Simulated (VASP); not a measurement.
# Nb2SnSe (P-6m2) in VASP: band structure with PBE

Aim: the band structure of Nb2SnSe with PBE.

Program: VASP 6.6.1. These are calculated values, not measurements. Logs are shortened: lines on timing, memory, paths and dates and some standing lists are left out, and cuts for length are marked.

## (1) The crystal as given

The structure is hexagonal, space group P-6m2 (No. 187). Conventional cell: a = 3.383 Å, b = 3.383 Å, c = 7.780 Å, α = 90.00°, β = 90.00°, γ = 120.00°. Nb (site symmetry 3m) is surrounded by 3 Se at 2.62 Å and 3 Sn at 2.90 Å. Sn (site symmetry -6m2) has 6 Nb at 2.90 Å as nearest neighbours. Se (site symmetry -6m2) is surrounded by 6 Nb at 2.62 Å.

The cell was built by a generator and needn't be a form met in nature.

## (2) Band structure, PBE

File INCAR:

```
ALGO = Normal
EDIFF = 1E-7
ENCUT = 520
GGA = PE
ISIF = 2
ISMEAR = 0
LASPH = T
LCHARG = F
LMAXMIX = 4
LREAL = F
LWAVE = F
NELM = 80
PREC = Accurate
SIGMA = 0.1
```

File KPOINTS:

```
k-points
0
Gamma
  12 12 6
```

File POSCAR:

```
Nb2SnSe
1.0
    3.3831750000      0.0000000000      0.0000000000
   -1.6915880000      2.9299160000      0.0000000000
    0.0000000000      0.0000000000      7.7798200000
Nb Sn Se
2 1 1
Direct
    0.6666670000      0.3333330000      0.7250750000
    0.6666670000      0.3333330000      0.2749250000
    0.0000000000      0.0000000000      0.0000000000
    0.3333330000      0.6666670000      0.5000000000
```

File KPOINTS_OPT:

```
path GMKGALHA,LM,KH
20
line-mode
reciprocal
 0.0000000000  0.0000000000  0.0000000000  G
 0.5000000000  0.0000000000  0.0000000000  M

 0.5000000000  0.0000000000  0.0000000000  M
 0.3333333333  0.3333333333  0.0000000000  K

 0.3333333333  0.3333333333  0.0000000000  K
 0.0000000000  0.0000000000  0.0000000000  G

 0.0000000000  0.0000000000  0.0000000000  G
 0.0000000000  0.0000000000  0.5000000000  A

 0.0000000000  0.0000000000  0.5000000000  A
 0.5000000000  0.0000000000  0.5000000000  L

 0.5000000000  0.0000000000  0.5000000000  L
 0.3333333333  0.3333333333  0.5000000000  H

 0.3333333333  0.3333333333  0.5000000000  H
 0.0000000000  0.0000000000  0.5000000000  A

 0.5000000000  0.0000000000  0.5000000000  L
 0.5000000000  0.0000000000  0.0000000000  M

 0.3333333333  0.3333333333  0.0000000000  K
 0.3333333333  0.3333333333  0.5000000000  H
```

Potentials or basis: VASP PAW PBE potentials, release 64 (Nb_sv, Sn_d, Se).

Command:

```sh
$ cat potpaw_PBE.64/Nb_sv/POTCAR potpaw_PBE.64/Sn_d/POTCAR potpaw_PBE.64/Se/POTCAR > POTCAR
$ mpirun -np 1 vasp_std > vasp.out
```

OUTCAR:

```text
EDIFF = 1E-7
   ENCUT = 520
   GGA = PE
   ISIF = 2
   ISMEAR = 0
   LASPH = T
   LREAL = F
   NELM = 80
   PREC = Accurate

 ion  position               nearest neighbor table
   1  0.667  0.333  0.725-   4 2.62   4 2.62   4 2.62   3 2.90   3 2.90   3 2.90
   2  0.667  0.333  0.275-   4 2.62   4 2.62   4 2.62   3 2.90   3 2.90   3 2.90
   3  0.000  0.000  0.000-   1 2.90   2 2.90   1 2.90   2 2.90   1 2.90   2 2.90
   4  0.333  0.667  0.500-   1 2.62   2 2.62   1 2.62   2 2.62   1 2.62   2 2.62

  LATTYP: Found a hexagonal cell.
 ALAT       =     3.3831750000
 C/A-ratio  =     2.2995618022

  Lattice vectors:

 A1 = (   3.3831750000,   0.0000000000,   0.0000000000)
 A2 = (  -1.6915880000,   2.9299160000,   0.0000000000)
 A3 = (   0.0000000000,   0.0000000000,   7.7798200000)

Analysis of symmetry for initial positions (statically):
=====================================================================
 Subroutine PRICEL returns:
 Original cell was already a primitive cell.

 Routine SETGRP: Setting up the symmetry group for a
 hexagonal supercell.

 Subroutine GETGRP returns: Found 12 space group operations
 (whereof 12 operations were pure point group operations)
 out of a pool of 24 trial point group operations.

The static configuration has the point symmetry D_3h.

Analysis of symmetry for dynamics (positions and initial velocities):
=====================================================================
 Subroutine PRICEL returns:
 Original cell was already a primitive cell.

 Routine SETGRP: Setting up the symmetry group for a
 hexagonal supercell.

 Subroutine GETGRP returns: Found 12 space group operations
 (whereof 12 operations were pure point group operations)
 out of a pool of 24 trial point group operations.

The dynamic configuration has the point symmetry D_3h.

 Subroutine INISYM returns: Found 12 space group operations
 (whereof 12 operations are pure point group operations),
 and found     1 'primitive' translations

----------------------------------------------------------------------------------------

                                     Primitive cell

  volume of cell :      77.1168
[... 88 lines left out ...]
   LNONCOLLINEAR =      F non collinear calculations
   LSORBIT =      F    spin-orbit coupling
   LASPH  =      T    aspherical Exc in radial PAW
   ENCUT  =  520.0 eV  38.22 Ry    6.18 a.u.   6.29  6.29 14.47*2*pi/ulx,y,z
   NELM   =     80;   NELMIN=  2; NELMDL= -5     # of ELM steps
   EDIFF  = 0.1E-06   stopping-criterion for ELM
   LREAL  =      F    real-space projection
   EDIFFG = 0.1E-05   stopping-criterion for IOM
   NSW    =      0    number of steps for IOM
   IBRION =     -1    ionic relax: 0-MD 1-quasi-New 2-CG
   NFREE  =      0    steps in history (QN), initial steepest desc. (CG)
   ISIF   =      2    stress and relaxation
   ISYM   =      2    0-nonsym 1-usesym 2-fastsym
   POTIM  = 0.5000    time-step for ionic-motion
   TEBEG  =    0.0;   TEEND  =   0.0 temperature during run
   PSTRESS=    0.0 pullay stress
   NELECT =      46.0000    total number of electrons
   NUPDOWN=      -1.0000    fix difference up-down
   EMIN   =  10.00;   EMAX   =-10.00  energy-range for DOS
   EFERMI =   0.00;   METHOD = LEGACY
   ISMEAR =     0;   SIGMA  =   0.10  broadening in eV -4-tet -1-fermi 0-gaus
   EFERMI_NEDOS =   21; number of points for ismear=-14 and -15
   IALGO  =     38    algorithm
   IMIX   =      4    mixing-type and parameters
     AMIX     =   0.40;   BMIX     =  1.00
     AMIX_MAG =   1.60;   BMIX_MAG =  1.00
  volume/ion in A,a.u.               =      19.28       130.10
  Fermi-wavevector in a.u.,A,eV,Ry     =   1.378090  2.604213 25.839276  1.899133
  Thomas-Fermi vector in A             =   2.503184
   LORBIT       =      0    0 simple, 1 ext, 2 COOP (PROOUT), +10 PAW based schemes
   GGA     = PE    functional components
   LHFCALC =     F    Hartree Fock is set to
   AEXX    =    0.0000 exact exchange contribution
   IVDW    =     0    specifies the selected vdW correction
   LEPSILON=     F    determine dielectric tensor
   LRPA    =     F    only Hartree local field effects (RPA)
 non-spin polarized calculation
 Gauss-broadening in eV      SIGMA  =   0.10
  energy-cutoff  :      520.00
  volume of cell :       77.12
 maximum number of plane-waves:      2105
 NGX is ok and might be reduce to    28
   NGX = 13   NGY = 13   NGZ = 29

 number of electron      45.9999989 magnetization

 Free energy of the ion-electron system (eV)
  ---------------------------------------------------
  ext. energy  EPLUGINS =         0.00000000
  ---------------------------------------------------
  free energy    TOTEN  =       -28.98590025 eV

  energy without entropy =      -28.96709812  energy(sigma->0) =      -28.97649918

 E-fermi :  10.4066     XC(G=0): -11.7495

 val. band max:       10.3981569172   @ k =   0.0833   0.0000   0.1667
 cond. band min:      10.4097929574   @ k =   0.0000   0.0000   0.0000
 fundamental gap:      0.0116360402
 Fermi energy:        10.4066294649

 k-point     1 :       0.0000    0.0000    0.0000
  band No.  band energies     occupation
      1     -44.8640      2.00000
      2     -44.8580      2.00000
      3     -21.1614      2.00000
      4     -21.0358      2.00000
      5     -20.7699      2.00000
      6     -20.7699      2.00000
[... 709 lines left out ...]
     26      11.9176      0.00000
     27      12.1973      0.00000

 [... further k-points ...]

------------------------ aborting loop because EDIFF is reached ----------------------------------------

  FORCE on cell =-STRESS in cart. coord.  units (eV):
  Direction    XX          YY          ZZ          XY          YZ          ZX
  --------------------------------------------------------------------------------------
  -------------------------------------------------------------------------------------
  Total       -0.0085555     -0.0085555      0.0699113      0.0000000      0.0000000      0.0000000
  in kB       -0.1777497     -0.1777498      1.4524762      0.0000000      0.0000000      0.0000000
  external PRESSURE =       0.3656589 kB  Pullay stress =       0.0000000 kB

 VOLUME and BASIS-vectors are now :
 -----------------------------------------------------------------------------
  energy-cutoff  :      520.00
  volume of cell :       77.12
      direct lattice vectors                 reciprocal lattice vectors
     3.383175000  0.000000000  0.000000000     0.295580335  0.170653407  0.000000000
    -1.691588000  2.929916000  0.000000000     0.000000000  0.341306713  0.000000000
     0.000000000  0.000000000  7.779820000     0.000000000  0.000000000  0.128537678

 POSITION                                       TOTAL-FORCE (eV/Angst)
 -----------------------------------------------------------------------------------
      1.69159      0.97664      5.64095         0.000000     -0.000000     -0.011119
      1.69159      0.97664      2.13887        -0.000000     -0.000000      0.011119
      0.00000      0.00000      0.00000         0.000000     -0.000000      0.000000
     -0.00000      1.95328      3.88991        -0.000000      0.000000      0.000000
 -----------------------------------------------------------------------------------
    total drift:                               -0.005898      0.003394      0.000000

  FREE ENERGIE OF THE ION-ELECTRON SYSTEM (eV)
  ---------------------------------------------------
  free  energy   TOTEN  =       -28.9859002464 eV

  energy  without entropy=      -28.9670981185  energy(sigma->0) =      -28.97649918
```

OSZICAR:

```text
N       E                     dE             d eps       ncg     rms          rms(c)
DAV:   1     0.599947505774E+03    0.59995E+03   -0.23695E+04  4124   0.217E+03
DAV:   2     0.513830449497E+02   -0.54856E+03   -0.53912E+03  4147   0.698E+02
[... 49 lines left out ...]
DAV:   4     0.571030479116E+05   -0.14663E+03     2208
DAV:   5     0.570920734053E+05   -0.10975E+02     2792
DAV:   6     0.570914791094E+05   -0.59430E+00     2376
DAV:   7     0.570914015714E+05   -0.77538E-01     2728
DAV:   8     0.570913945297E+05   -0.70417E-02     2320
DAV:   9     0.570913934954E+05   -0.10343E-02     2552
DAV:  10     0.570913934105E+05   -0.84839E-04     1776
DAV:  11     0.570913933996E+05   -0.10896E-04     1664
DAV:  12     0.570913933987E+05   -0.98587E-06     1576
DAV:  13     0.570913933985E+05   -0.16521E-06     1648
DAV:  14     0.570913933985E+05   -0.17382E-07     1480
```

stdout:

```text
POSCAR found type information on POSCAR NbSnSe
 POSCAR found :  3 types and       4 ions
 scaLAPACK will be used
 LDA part: xc-table for (Slater+PW92), standard interpolation
 POSCAR, INCAR and KPOINTS ok, starting setup
 FFT: planning ... GRIDC
 FFT: planning ... GRID_SOFT
 FFT: planning ... GRID
 WAVECAR not read
 entering main loop
 Start KPOINTS_OPT (optional k-point list driver)
k-point batch [1-76\180]
k-point batch [77-152\180]
k-point batch [153-180\180]
```

Run time: 9.9 min. Hardware: 1 thread of Intel Xeon Platinum 8259CL at 2.50GHz (Skylake/Cascade Lake), shared host; peak memory 0.39 GiB.

What came out:

* Free energy: -28.9859 eV
* Pressure: 0.0 GPa
* Largest force: 0.011 eV/Å
* Band gap along the path: none (metal or under the smearing width)

Forces in eV/Å, atoms in the order of the input:
```
Nb   0.000  0.000 -0.011
Nb   0.000  0.000  0.011
Sn   0.000  0.000  0.000
Se   0.000  0.000  0.000
```

Levels at the corners of the path, in eV from the Fermi level:
```
point  band 19  band 20  band 21  band 22  band 23  band 24  band 25  band 26  band 27
    Γ    -2.92    -2.12    -0.46    -0.46     0.00     0.00     0.24     1.07     1.08
    M    -4.03    -2.45    -2.17    -1.93     0.45     0.90     1.23     2.41     2.54
    M    -4.03    -2.45    -2.17    -1.93     0.45     0.90     1.23     2.43     2.57
    K    -3.61    -2.68    -2.57    -0.76    -0.73     0.62     0.91     1.35     1.90
    K    -3.61    -2.68    -2.57    -0.76    -0.73     0.62     0.91     1.35     1.90
    Γ    -2.92    -2.12    -0.46    -0.46     0.00     0.00     0.24     1.07     1.08
    Γ    -2.92    -2.12    -0.46    -0.46     0.00     0.00     0.24     1.07     1.08
    A    -3.09    -1.43    -0.70    -0.70    -0.16     0.04     0.04     0.89     0.89
    A    -3.09    -1.43    -0.70    -0.70    -0.16     0.04     0.04     0.89     0.89
    L    -3.97    -2.78    -2.01    -1.61    -0.51     1.15     2.31     2.46     2.57
    L    -3.97    -2.78    -2.01    -1.61    -0.51     1.15     2.32     2.50     2.55
    H    -3.58    -3.19    -2.60    -1.05    -0.78     1.27     1.77     1.85     1.98
    H    -3.58    -3.19    -2.60    -1.05    -0.78     1.27     1.77     1.85     2.12
    A    -3.09    -1.43    -0.70    -0.70    -0.16     0.04     0.04     0.89     0.89
    L    -3.97    -2.78    -2.01    -1.61    -0.51     1.15     2.31     2.45     2.55
    M    -4.03    -2.45    -2.17    -1.93     0.45     0.90     1.23     2.43     2.55
    K    -3.61    -2.68    -2.57    -0.76    -0.73     0.62     0.91     1.35     1.90
    H    -3.58    -3.19    -2.60    -1.05    -0.78     1.27     1.77     1.87     1.98
```

Caveat: spin-orbit coupling is left out, which moves the levels of the heavy elements.
